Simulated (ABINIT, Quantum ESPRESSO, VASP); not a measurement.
## One structure in several programs: MgAu (P1, 2 atoms in the cell)

Self-consistent single point, at a second geometry (atoms moved at random). First geometry:

```
CELL_PARAMETERS angstrom
      3.23851     0.00000     0.00000
      0.00000     3.23851     0.00000
      0.00000     0.00000     3.23851
ATOMIC_POSITIONS crystal
  Mg 0.50000 0.50000 0.50000
  Au 0.00000 0.00000 0.00000
```

Second geometry:
```
CELL_PARAMETERS angstrom
      3.23851     0.00000     0.00000
      0.00000     3.23851     0.00000
      0.00000     0.00000     3.23851
ATOMIC_POSITIONS crystal
  Mg 0.50478 0.50596 0.50866
  Au 0.99522 0.99404 0.99134
```

Shared settings, as Quantum ESPRESSO writes them: occupations = smearing; smearing = gauss; degauss = 0.0073499 Ry; K_POINTS = automatic 7 7 7 0 0 0. Potentials and cutoffs stand in the table.

| code | model | ΔF from the first geometry (meV/atom) | pressure (GPa) | largest force (eV/Å) | cutoff |
|---|---|---|---|---|---|
| ABINIT | PBEsol, norm-conserving pseudopotentials (PseudoDojo nc-sr-04 PBEsol standard) | 5.3 | 1.41 | 0.281 | 84 Ry |
| VASP | PBEsol, VASP's PBE PAW potentials (set 64) | 5.1 | 0.90 | 0.277 | 300 eV |
| Quantum ESPRESSO | PBEsol, PseudoDojo standard norm-conserving (PBESOL) pseudopotentials | 5.3 | 1.42 | 0.281 | 85 Ry |

On ABINIT's run: spin-orbit coupling is off.

The spread over the programs that give each value: ΔF from the first geometry within 0.2 meV/atom; pressure within 0.52 GPa; largest force within 0.004 eV/Å.

VASP's run is marked for a possible Pulay error in its stress at this cutoff; no cutoff test was made.

The starting cell comes from a database of computed structures (which also holds hypothetical and non-ambient phases and stackings), without a prior relaxation at this level. Its lattice was rescaled by a random factor within 2.5 % of one. For this run, on top of that: atoms moved at random.

Left out of this page: Ansatz, GPAW, Elk, FLEUR and SIESTA (not drawn, or without a comparable value); CP2K (unsound by tests on forces, stress, charge or solver warnings).
